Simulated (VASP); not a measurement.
Level of theory: PBE GGA with D3 dispersion (zero damping), VASP's PBE PAW potentials (set 64) (plane waves; VASP 6.6.1).

VASP input:

**INCAR**
```
IVDW=11   ! D3, zero damping
EDIFFG=-0.01
ENCUT=520   ! plane-wave cut-off (eV)
LCHARG=F
SIGMA=0.1
IBRION=2   ! conjugate gradients
LASPH=T   ! aspherical one-centre terms
LREAL=F
LMAXMIX=4   ! l cut-off of mixed one-centre charges
ALGO=Normal   ! blocked Davidson
LWAVE=F
ISMEAR=1   ! Methfessel-Paxton
ISIF=3   ! ions, shape and volume
NELM=100
PREC=Accurate
GGA=PE
NSW=60   ! most ionic steps
SYSTEM=Pb
EDIFF=1E-6   ! SCF stop (eV)
```

POSCAR:
```
Pb
1
    0.0000000000     2.4750000000     2.4750000000
    2.4750000000     0.0000000000     2.4750000000
    2.4750000000     2.4750000000     0.0000000000
Pb
1
Direct
  0.0000000000   0.0000000000   0.0000000000
```

### KPOINTS
```
Automatic
0
G
11 11 11
0 0 0
```

POTCAR, in this order: Pb_d (PBE.64 set). Program: vasp_std.

What VASP printed:

File OUTCAR:
```
 ion  position               nearest neighbor table
   1  0.000  0.000  0.000-
  LATTYP: Found a face centered cubic cell.
 ALAT       =     4.9500000000
 Subroutine PRICEL returns:
 Original cell was already a primitive cell.
 Subroutine GETGRP returns: Found 48 space group operations
The static configuration has the point symmetry O_h .
The dynamic configuration has the point symmetry O_h .
 Subroutine INISYM returns: Found 48 space group operations
 Subroutine IBZKPT returns following result:
 Found     56 irreducible k-points:

 Following reciprocal coordinates:
            Coordinates               Weight
  0.000000  0.000000  0.000000      1.000000
  0.090909  0.000000  0.000000      8.000000
  0.181818  0.000000  0.000000      8.000000
  0.272727  0.000000  0.000000      8.000000
  0.363636  0.000000  0.000000      8.000000
  0.454545  0.000000  0.000000      8.000000
  0.090909  0.090909  0.000000      6.000000
  0.181818  0.090909  0.000000     24.000000
  0.272727  0.090909  0.000000     24.000000
  0.363636  0.090909  0.000000     24.000000
  0.454545  0.090909  0.000000     24.000000
 -0.454545  0.090909  0.000000     24.000000
 -0.363636  0.090909  0.000000     24.000000
 -0.272727  0.090909  0.000000     24.000000
 -0.181818  0.090909  0.000000     24.000000
 -0.090909  0.090909  0.000000     12.000000
  0.181818  0.181818  0.000000      6.000000
  0.272727  0.181818  0.000000     24.000000
  0.363636  0.181818  0.000000     24.000000
  0.454545  0.181818  0.000000     24.000000
 -0.454545  0.181818  0.000000     24.000000
 -0.363636  0.181818  0.000000     24.000000
 -0.272727  0.181818  0.000000     24.000000
 -0.181818  0.181818  0.000000     12.000000
  0.272727  0.272727  0.000000      6.000000
  0.363636  0.272727  0.000000     24.000000
  0.454545  0.272727  0.000000     24.000000
 -0.454545  0.272727  0.000000     24.000000
 -0.363636  0.272727  0.000000     24.000000
 -0.272727  0.272727  0.000000     12.000000
  0.363636  0.363636  0.000000      6.000000
  0.454545  0.363636  0.000000     24.000000
 -0.454545  0.363636  0.000000     24.000000
 -0.363636  0.363636  0.000000     12.000000
  0.454545  0.454545  0.000000      6.000000
 -0.454545  0.454545  0.000000     12.000000
  0.272727  0.181818  0.090909     24.000000
  0.363636  0.181818  0.090909     48.000000
  0.454545  0.181818  0.090909     48.000000
 -0.454545  0.181818  0.090909     48.000000
   k-points           NKPTS =     56   k-points in BZ     NKDIM =     56   number of bands    NBANDS=     11
   number of dos      NEDOS =    301   number of ions     NIONS =      1
   total plane-waves  NPLWV =  21952
   dimension x,y,z NGX =    28 NGY =   28 NGZ =   28
   dimension x,y,z NGXF=    56 NGYF=   56 NGZF=   56
   ions per type =               1
   PREC   = accura    normal or accurate (medium, high low for compatibility)
   ISTART =      0    job   : 0-new  1-cont  2-samecut
   ICHARG =      2    charge: 1-file 2-atom 10-const
   ISPIN  =      1    spin polarized calculation?
   LNONCOLLINEAR =      F non collinear calculations
   LSORBIT =      F    spin-orbit coupling
   INIWAV =      1    electr: 0-lowe 1-rand  2-diag
   ENCUT  =  520.0 eV  38.22 Ry    6.18 a.u.   6.51  6.51  6.51*2*pi/ulx,y,z
   NELM   =    100;   NELMIN=  2; NELMDL= -5     # of ELM steps
   EDIFF  = 0.1E-05   stopping-criterion for ELM
   LREAL  =      F    real-space projection
   NLSPLINE    = F    spline interpolate recip. space projectors
   LMAXMIX     =    4 max onsite mixed and CHGCAR
   VOSKOWN=      0    Vosko Wilk Nusair interpolation
...
```

File OSZICAR:
```
       N       E                     dE             d eps       ncg     rms          rms(c)
DAV:   1     0.103007337189E+03    0.10301E+03   -0.75133E+03  1250   0.151E+03
DAV:   2     0.100842591706E+01   -0.10200E+03   -0.10017E+03  1268   0.326E+02
DAV:   3    -0.345576317101E+01   -0.44642E+01   -0.44410E+01  1485   0.789E+01
DAV:   4    -0.356259065537E+01   -0.10683E+00   -0.10674E+00  1477   0.137E+01
DAV:   5    -0.356728432515E+01   -0.46937E-02   -0.46935E-02  1594   0.253E+00    0.529E-01
DAV:   6    -0.355799332212E+01    0.92910E-02   -0.15195E-02  1501   0.236E+00    0.264E-01
DAV:   7    -0.355575216691E+01    0.22412E-02   -0.66720E-03  1451   0.149E+00    0.892E-02
DAV:   8    -0.355569543591E+01    0.56731E-04   -0.40443E-04  1442   0.386E-01    0.106E-02
DAV:   9    -0.355569123078E+01    0.42051E-05   -0.11443E-05  1644   0.641E-02    0.520E-03
DAV:  10    -0.355568992711E+01    0.13037E-05   -0.97446E-07   837   0.127E-02    0.491E-04
DAV:  11    -0.355568999445E+01   -0.67339E-07   -0.17994E-07   733   0.961E-03
   1 F= -.38003589E+01 E0= -.38003485E+01  d E =-.380036E+01
       N       E                     dE             d eps       ncg     rms          rms(c)
DAV:   1    -0.360829915587E+01   -0.52609E-01   -0.14351E+00  1442   0.273E+01    0.112E+00
DAV:   2    -0.356740193647E+01    0.40897E-01   -0.80780E-02  1412   0.618E+00    0.402E-01
DAV:   3    -0.356141168927E+01    0.59902E-02   -0.24515E-02  1564   0.327E+00    0.326E-02
DAV:   4    -0.356139716967E+01    0.14520E-04   -0.27496E-04  1274   0.200E-01    0.181E-02
DAV:   5    -0.356140335443E+01   -0.61848E-05   -0.15802E-04  1268   0.118E-01    0.106E-02
DAV:   6    -0.356139996897E+01    0.33855E-05   -0.11468E-05  1458   0.687E-02    0.228E-03
DAV:   7    -0.356140115302E+01   -0.11840E-05   -0.16168E-06  1289   0.159E-02    0.375E-04
DAV:   8    -0.356140112774E+01    0.25284E-07   -0.20017E-08   640   0.145E-03
   2 F= -.38010324E+01 E0= -.38010028E+01  d E =-.673507E-03
       N       E                     dE             d eps       ncg     rms          rms(c)
DAV:   1    -0.356288904386E+01   -0.14879E-02   -0.77266E-02  1442   0.619E+00    0.265E-01
DAV:   2    -0.356061779673E+01    0.22712E-02   -0.44599E-03  1409   0.147E+00    0.938E-02
DAV:   3    -0.356029651697E+01    0.32128E-03   -0.13021E-03  1551   0.759E-01    0.735E-03
DAV:   4    -0.356029933673E+01   -0.28198E-05   -0.14809E-05  1268   0.443E-02    0.415E-03
DAV:   5    -0.356030423766E+01   -0.49009E-05   -0.78211E-06  1283   0.248E-02    0.222E-03
DAV:   6    -0.356030395464E+01    0.28301E-06   -0.37200E-07   738   0.124E-02
   3 F= -.38011038E+01 E0= -.38010758E+01  d E =-.744977E-03
```

File OUTCAR:
```
------------------------ aborting loop because EDIFF is reached ----------------------------------------
 Edisp (eV)   -0.24080
  FORCE on cell =-STRESS in cart. coord.  units (eV):
  Direction    XX          YY          ZZ          XY          YZ          ZX
  --------------------------------------------------------------------------------------
  Total      -0.00115    -0.00115    -0.00115    -0.00000    -0.00000     0.00000
  in kB      -0.05990    -0.05990    -0.05990    -0.00000    -0.00000     0.00000
  external pressure =       -0.06 kB  Pullay stress =        0.00 kB
  volume of cell :       30.71
      direct lattice vectors                 reciprocal lattice vectors
    -0.000000000  2.485604495  2.485604495    -0.201158310  0.201158310  0.201158310
     2.485604495  0.000000000  2.485604495     0.201158310 -0.201158310  0.201158310
     2.485604495  2.485604495  0.000000000     0.201158310  0.201158310 -0.201158310
 POSITION                                       TOTAL-FORCE (eV/Angst)
 -----------------------------------------------------------------------------------
      0.00000      0.00000      0.00000         0.000000     -0.000000      0.000000
 -----------------------------------------------------------------------------------
    total drift:                               -0.000000     -0.000000     -0.000000
  FREE ENERGIE OF THE ION-ELECTRON SYSTEM (eV)
  ---------------------------------------------------
  free  energy   TOTEN  =        -3.8011038392 eV

  energy  without entropy=       -3.8010197524  energy(sigma->0) =       -3.80107581

 reached required accuracy - stopping structural energy minimisation
```
(Selected blocks of OUTCAR.)

File CONTCAR:
```
Pb
   1.00000000000000
    -0.0000000000000000    2.4856044951890128    2.4856044951890128
     2.4856044951890128    0.0000000000000000    2.4856044951890128
     2.4856044951890128    2.4856044951890128    0.0000000000000000
  Pb
     1
Direct
     0.0000000000000000    0.0000000000000000    0.0000000000000000
```

### OUTCAR
```
 val. band max:        7.1755879169   @ k =   0.3636   0.2727   0.0000

 cond. band min:       7.2254307628   @ k =   0.2727   0.0000   0.0000


 Fermi energy:         7.2030084708

 k-point     1 :       0.0000    0.0000    0.0000
  band No.  band energies     occupation
      1      -9.9270      2.00000
      2      -9.9270      2.00000
      3      -9.9270      2.00000
      4      -9.7929      2.00000
      5      -9.7929      2.00000
      6      -4.5294      2.00000
      7      14.4560      0.00000
      8      14.4560      0.00000
      9      14.4560      0.00000
     10      16.8943      0.00000
     11      18.3170      0.00000

 k-point     2 :       0.0909    0.0000    0.0000
  band No.  band energies     occupation
      1      -9.9272      2.00000
      2      -9.9159      2.00000
      3      -9.9159      2.00000
      4      -9.7933      2.00000
      5      -9.7933      2.00000
      6      -4.3724      2.00000
      7      12.7225      0.00000
      8      14.2635      0.00000
      9      14.2635      0.00000
     10      16.5671      0.00000
     11      19.0781      0.00000

 k-point     3 :       0.1818    0.0000    0.0000
  band No.  band energies     occupation
      1      -9.9295      2.00000
      2      -9.8960      2.00000
      3      -9.8960      2.00000
      4      -9.7839      2.00000
      5      -9.7839      2.00000
      6      -3.9016      2.00000
      7       9.9196      0.00000
      8      13.8137      0.00000
      9      13.8137      0.00000
     10      16.2205      0.00000
     11      19.4924      0.00000

 k-point     4 :       0.2727    0.0000    0.0000
  band No.  band energies     occupation
      1      -9.9361      2.00000
      2      -9.8944      2.00000
      3      -9.8944      2.00000
      4      -9.7468      2.00000
      5      -9.7468      2.00000
      6      -3.1288      2.00000
      7       7.2254      0.63087
      8      13.3133      0.00000
      9      13.3133      0.00000
...
```

Unless said otherwise, spin-orbit coupling is left out, though it shifts the bands of the heavy elements here.

The compound is Pb in the fcc structure. This run relaxes it. Symmetry was kept, so distortions that lower it aren't found.
